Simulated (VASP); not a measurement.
All values below come from PBE GGA, VASP's PBE PAW potentials (set 64) (plane waves; VASP).

The input files of a VASP run:

File KPOINTS:
```
k-points along high-symmetry lines
12
Line-mode
Reciprocal
  0.000000   0.000000   0.000000 ! GAMMA
  0.000000   0.500000   0.000000 ! X

  0.000000   0.500000   0.000000 ! X
  0.500000   0.500000   0.000000 ! M

  0.500000   0.500000   0.000000 ! M
  0.000000   0.000000   0.000000 ! GAMMA

  0.000000   0.000000   0.000000 ! GAMMA
  0.500000   0.500000   0.500000 ! R

  0.500000   0.500000   0.500000 ! R
  0.000000   0.500000   0.000000 ! X

  0.500000   0.500000   0.500000 ! R
  0.500000   0.500000   0.000000 ! M

  0.500000   0.500000   0.000000 ! M
  0.500000   0.000000   0.000000 ! X_1
```

**INCAR**
```
LORBIT = 11   ! lm-projected
GGA = PE   ! PBE
ALGO = Normal
LWAVE = .FALSE.
SYSTEM = RuS2
NELM = 100   ! most electronic steps
LREAL = .FALSE.   ! projection in real space or not
ENCUT = 400
PREC = Accurate
ISMEAR = 0
LASPH = .TRUE.
LCHARG = .FALSE.
LMAXMIX = 4   ! l cut-off of mixed one-centre charges
ICHARG = 11   ! fixed density
EDIFF = 1E-7
SIGMA = 0.05
```

File POSCAR:
```
RuS2
1
    5.6417372333    -0.0000000000    -0.0000000000
    0.0000000000     5.6417372333     0.0000000000
    0.0000000000     0.0000000000     5.6417372333
Ru S
4 8
Direct
  1.0000000000   0.5000000000   0.5000000000
  0.5000000000   1.0000000000   0.5000000000
  1.0000000000   1.0000000000   0.0000000000
  0.5000000000   0.5000000000   0.0000000000
  0.6129991813   0.8870008187   0.1129991813
  0.1129991813   0.6129991813   0.8870008187
  0.6129991813   0.6129991813   0.6129991813
  0.3870008187   0.3870008187   0.3870008187
  0.8870008187   0.1129991813   0.6129991813
  0.8870008187   0.3870008187   0.1129991813
  0.1129991813   0.8870008187   0.3870008187
  0.3870008187   0.1129991813   0.8870008187
```

POTCAR, in this order: Ru_pv S (PBE.64 set). Program: vasp_std. Read from the step before: CHGCAR.

Output

### OSZICAR
```
       N       E                     dE             d eps       ncg     rms          rms(c)
DAV:   1     0.854128832955E+03    0.85413E+03   -0.49821E+04 11952   0.134E+03
DAV:   2    -0.144742516781E+02   -0.86860E+03   -0.84218E+03 11772   0.384E+02
DAV:   3    -0.750151172350E+02   -0.60541E+02   -0.59270E+02 12938   0.912E+01
DAV:   4    -0.768150032397E+02   -0.17999E+01   -0.17890E+01 12804   0.152E+01
DAV:   5    -0.768601012252E+02   -0.45098E-01   -0.45048E-01 13532   0.243E+00
DAV:   6    -0.768613465909E+02   -0.12454E-02   -0.12448E-02 13148   0.360E-01
DAV:   7    -0.768613988653E+02   -0.52274E-04   -0.52272E-04 14522   0.639E-02
DAV:   8    -0.768613995952E+02   -0.72991E-06   -0.72979E-06 12462   0.724E-03
DAV:   9    -0.768613996332E+02   -0.37991E-07   -0.38087E-07  8768   0.114E-03
   1 F= -.76861400E+02 E0= -.76861400E+02  d E =-.236213E-15
```

### OUTCAR
```
 val. band max:        8.7844330164   @ k =   0.0000   0.4545   0.0000

 cond. band min:       9.3809371423   @ k =   0.0000   0.0000   0.0000



 k-point     1 :       0.0000    0.0000    0.0000
  band No.  band energies     occupation
      1     -33.1992      2.00000
      2     -33.1992      2.00000
      3     -33.1992      2.00000
      4     -33.1905      2.00000
      5     -33.1905      2.00000
      6     -33.1882      2.00000
      7     -33.1882      2.00000
      8     -33.1882      2.00000
      9     -32.9719      2.00000
     10     -32.9691      2.00000
     11     -32.9691      2.00000
     12     -32.9691      2.00000
     13      -7.2849      2.00000
     14      -5.8050      2.00000
     15      -5.8050      2.00000
     16      -5.8050      2.00000
     17      -3.1117      2.00000
     18      -3.1117      2.00000
     19      -3.1117      2.00000
     20      -2.1302      2.00000
     21       2.0927      2.00000
     22       2.0927      2.00000
     23       2.0927      2.00000
     24       3.6321      2.00000
     25       3.6321      2.00000
     26       3.6321      2.00000
     27       3.8840      2.00000
     28       3.8840      2.00000
     29       3.8840      2.00000
     30       4.2020      2.00000
     31       4.3774      2.00000
     32       4.3774      2.00000
     33       4.4565      2.00000
     34       4.4565      2.00000
     35       4.7253      2.00000
     36       4.7253      2.00000
     37       4.7253      2.00000
     38       6.3325      2.00000
     39       6.3325      2.00000
     40       6.3325      2.00000
     41       7.1792      2.00000
     42       7.1792      2.00000
     43       7.1792      2.00000
     44       8.0106      2.00000
     45       8.0106      2.00000
     46       8.1678      2.00000
     47       8.1678      2.00000
     48       8.1678      2.00000
     49       8.2345      2.00000
     50       8.2345      2.00000
     51       8.2345      2.00000
     52       8.5420      2.00000
...
```

The density is held fixed in this step, so its total energy and stress have no physical meaning.

The compound is RuS2 in the pyrite structure. It was relaxed first.
